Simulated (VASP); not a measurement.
Method: PBE GGA with D4 dispersion, VASP's PBE PAW potentials (set 64) (plane waves; VASP 6.6.1).

The input files of a VASP run:

**KPOINTS**
```
Automatic mesh
0
Gamma
16 16 16
0 0 0
```

### INCAR
```
SYSTEM = TiC
PREC = Accurate
ENCUT = 520
EDIFF = 1E-7
NELM = 100
ALGO = Normal
LREAL = .FALSE.
LASPH = .TRUE.
ISMEAR = -5
GGA = PE
IVDW = 13
LMAXMIX = 4
LWAVE = .FALSE.
LCHARG = .TRUE.
LORBIT = 11
NEDOS = 601
ISIF = 2
```

File POSCAR:
```
TiC
1
   -0.0000000000     2.1533490503     2.1533490503
    2.1533490503    -0.0000000000     2.1533490503
    2.1533490503     2.1533490503     0.0000000000
Ti C
1 1
Direct
  0.0000000000   0.0000000000   0.0000000000
  0.5000000000   0.5000000000   0.5000000000
```

POTCAR, in this order: Ti_sv C (PBE.64 set). Program: vasp_std.

Output

**OSZICAR**
```
       N       E                     dE             d eps       ncg     rms          rms(c)
DAV:   1     0.117404050310E+03    0.11740E+03   -0.85231E+03  3488   0.159E+03
DAV:   2    -0.144184115052E+02   -0.13182E+03   -0.12588E+03  3604   0.379E+02
DAV:   3    -0.237954034276E+02   -0.93770E+01   -0.89821E+01  4508   0.972E+01
DAV:   4    -0.242547931914E+02   -0.45939E+00   -0.45869E+00  4616   0.203E+01
DAV:   5    -0.242691360023E+02   -0.14343E-01   -0.14341E-01  4600   0.324E+00    0.191E+01
DAV:   6    -0.193146364600E+02    0.49545E+01   -0.31412E+01  4116   0.706E+01    0.702E+00
DAV:   7    -0.187351043801E+02    0.57953E+00   -0.44957E+00  4160   0.277E+01    0.505E+00
DAV:   8    -0.187028203860E+02    0.32284E-01   -0.14843E-01  3764   0.528E+00    0.289E+00
DAV:   9    -0.187071893573E+02   -0.43690E-02   -0.12491E-01  3920   0.439E+00    0.821E-01
DAV:  10    -0.187042350730E+02    0.29543E-02   -0.15516E-02  5060   0.182E+00    0.548E-01
DAV:  11    -0.187030882603E+02    0.11468E-02   -0.60568E-03  3760   0.122E+00    0.116E-01
DAV:  12    -0.187030604036E+02    0.27857E-04   -0.44953E-04  3820   0.331E-01    0.309E-02
DAV:  13    -0.187030469818E+02    0.13422E-04   -0.28502E-05  5212   0.777E-02    0.108E-02
DAV:  14    -0.187030463249E+02    0.65693E-06   -0.15247E-06  3888   0.128E-02    0.193E-03
DAV:  15    -0.187030459984E+02    0.32652E-06   -0.24653E-07  3788   0.508E-03    0.498E-04
DAV:  16    -0.187030459167E+02    0.81715E-07   -0.19486E-08  1972   0.158E-03
   1 F= -.19266666E+02 E0= -.19266666E+02  d E =0.000000E+00
```

### OUTCAR
```
------------------------ aborting loop because EDIFF is reached ----------------------------------------
  Edisp (eV):   -0.56362
  FORCE on cell =-STRESS in cart. coord.  units (eV):
  Direction    XX          YY          ZZ          XY          YZ          ZX
  --------------------------------------------------------------------------------------
  Total      -0.00574    -0.00574    -0.00574    -0.00000     0.00000     0.00000
  in kB      -0.46030    -0.46030    -0.46030    -0.00000     0.00000     0.00000
  external pressure =       -0.46 kB  Pullay stress =        0.00 kB
  volume of cell :       19.97
      direct lattice vectors                 reciprocal lattice vectors
     0.000000000  2.153349050  2.153349050    -0.232196448  0.232196448  0.232196448
     2.153349050  0.000000000  2.153349050     0.232196448 -0.232196448  0.232196448
     2.153349050  2.153349050  0.000000000     0.232196448  0.232196448 -0.232196448
 POSITION                                       TOTAL-FORCE (eV/Angst)
 -----------------------------------------------------------------------------------
      0.00000      0.00000      0.00000         0.000000      0.000000      0.000000
      2.15335      2.15335      2.15335         0.000000      0.000000      0.000000
 -----------------------------------------------------------------------------------
    total drift:                                0.000000     -0.000000     -0.000000
  FREE ENERGIE OF THE ION-ELECTRON SYSTEM (eV)
  ---------------------------------------------------
  free  energy   TOTEN  =       -19.2666658027 eV

  energy  without entropy=      -19.2666658027  energy(sigma->0) =      -19.26666580

 total charge

# of ion       s       p       d       tot
------------------------------------------
    1        2.202   6.255   1.972  10.430
    2        0.899   1.515   0.000   2.413
--------------------------------------------------
tot          3.101   7.770   1.972  12.843
```
(Selected blocks of OUTCAR.)

File OUTCAR:
```
 val. band max:        9.7679867774   @ k =   0.0625   0.0625   0.0000

 cond. band min:       9.4563967851   @ k =   0.1875   0.1875   0.0000


 Fermi energy:         9.6434437737

 k-point     1 :       0.0000    0.0000    0.0000
  band No.  band energies     occupation
      1     -46.9230      2.00000
      2     -22.9379      2.00000
      3     -22.9379      2.00000
      4     -22.9379      2.00000
      5      -2.8613      2.00000
      6      10.3158      0.00000
      7      10.3158      0.00000
      8      10.3158      0.00000
      9      11.3159      0.00000
     10      11.3159      0.00000
     11      11.3159      0.00000
     12      11.3657      0.00000

 k-point     2 :       0.0625    0.0000    0.0000
  band No.  band energies     occupation
      1     -46.9200      2.00000
      2     -22.9588      2.00000
      3     -22.9398      2.00000
      4     -22.9398      2.00000
      5      -2.7709      2.00000
      6       9.8638      0.59590
      7      10.1047     -0.17061
      8      10.1047     -0.23902
      9      10.6589      0.00000
     10      10.6589      0.00000
     11      11.5629      0.00000
     12      12.3660      0.00000

 k-point     3 :       0.1250    0.0000    0.0000
  band No.  band energies     occupation
      1     -46.9115      2.00000
      2     -23.0180      2.00000
      3     -22.9453      2.00000
      4     -22.9453      2.00000
      5      -2.5053      2.00000
      6       8.9749      2.01924
      7       9.3233      2.03100
      8       9.3233      2.06891
      9      10.7421      0.00000
     10      10.7421      0.00000
     11      11.9029      0.00000
     12      13.4490      0.00000

 k-point     4 :       0.1875    0.0000    0.0000
  band No.  band energies     occupation
      1     -46.8988      2.00000
      2     -23.1056      2.00000
      3     -22.9536      2.00000
      4     -22.9536      2.00000
      5      -2.0814      2.00000
      6       7.9355      2.00000
...
```

For a metal the tetrahedron method with Blöchl corrections gives inexact stress and forces.

The compound is TiC in the rock salt structure. It was relaxed first.
